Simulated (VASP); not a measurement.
A run of VASP 6.6.1:

INCAR

```
SYSTEM = ZrAl3B3N
PREC = Accurate
ENCUT = 520
EDIFF = 1E-6
ISMEAR = 0
SIGMA = 0.1
LREAL = .False.
LASPH = .True.
NELM = 120
ALGO = Normal
ISIF = 3
LWAVE = .False.
LCHARG = .False.
GGA = PE
IBRION = 2
NSW = 90
EDIFFG = -0.01
KPAR = 4
```

Contents of KPOINTS:

```
regular mesh
0
Gamma
  12 12 4
  0 0 0
```

File POSCAR:

```
ZrAl3B3N
1.0
    3.0866929600      0.0000000000      0.0000000000
   -1.5433464800      2.6731545100      0.0000000000
    0.0000000000      0.0000000000     10.8780000000
Zr Al B N
1 3 3 1
Direct
    0.6666666700      0.3333333300      0.9934730600
    0.6666666700      0.3333333300      0.3143041000
    0.0000000000      0.0000000000      0.5351167500
    0.3333333300      0.6666666700      0.7434271000
    0.0000000000      0.0000000000      0.1703438100
    0.3333333300      0.6666666700      0.1597720200
    0.0000000000      0.0000000000      0.8498804900
    0.3333333300      0.6666666700      0.4236992100
```

Potentials or basis: VASP PAW PBE potentials, release 64 (Zr_sv, Al, B, N).

Launch:

```sh
$ cat potpaw_PBE.64/Zr_sv/POTCAR potpaw_PBE.64/Al/POTCAR potpaw_PBE.64/B/POTCAR potpaw_PBE.64/N/POTCAR > POTCAR
$ mpirun -np 4 vasp_std > vasp.out
```

Hardware: 4 MPI ranks on AMD EPYC 9R45 (Zen 5), on a shared host.

How long does it take, and how much memory?

It took 6.8 min on 4 MPI ranks on AMD EPYC 9R45 (Zen 5) (shared host), peak memory 0.3 GiB a rank. Counts: scf iterations 221, k points 69, ion steps 31.
